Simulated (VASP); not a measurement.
Shape and ions are relaxed at each volume.

Input:

```cif
data_Tm2
_chemical_formula_sum 'Tm2'
_space_group_name_H-M_alt 'P 1'
_space_group_IT_number 1
_cell_length_a 3.51162
_cell_length_b 3.51162
_cell_length_c 5.44883
_cell_angle_alpha 90.000
_cell_angle_beta 90.000
_cell_angle_gamma 120.000
loop_
_space_group_symop_operation_xyz
  'x, y, z'
loop_
_atom_site_label
_atom_site_type_symbol
_atom_site_fract_x
_atom_site_fract_y
_atom_site_fract_z
_atom_site_occupancy
Tm1 Tm 0.33333 0.66667 0.25000 1
Tm2 Tm 0.66667 0.33333 0.75000 1
```

All values below come from PBE GGA with D3 dispersion (zero damping), VASP's PBE PAW potentials (set 64) (plane waves; VASP). Settings: 520 eV cut-off, 12×12×7 Γ-centred mesh, first-order Methfessel-Paxton smearing of 0.10 eV, potentials Tm_3.

The 4f electrons are frozen in the core of the lanthanide potential, so 4f levels, which can set the real gap, and their magnetism are missing.

**Question.** Give the energy at these volumes per atom, relative to the lowest: 27.19, 28.06, 28.92, 29.79, 30.66 Å³.

**Answer.** 19.8, 5.6, 0.0, 2.3, 11.5 meV/atom. A third-order Birch-Murnaghan fit gives B0 = 47.2 GPa and B0′ = 2.6.

Measured: bulk modulus 44.5 GPa (computed value off by +6.1 %), as given by Wikipedia, Thulium (infobox). The calculation is for a static lattice, while the measured bulk modulus holds thermal and zero-point effects, which are part of the difference.

The compound is Tm in the hcp structure. It was relaxed first.
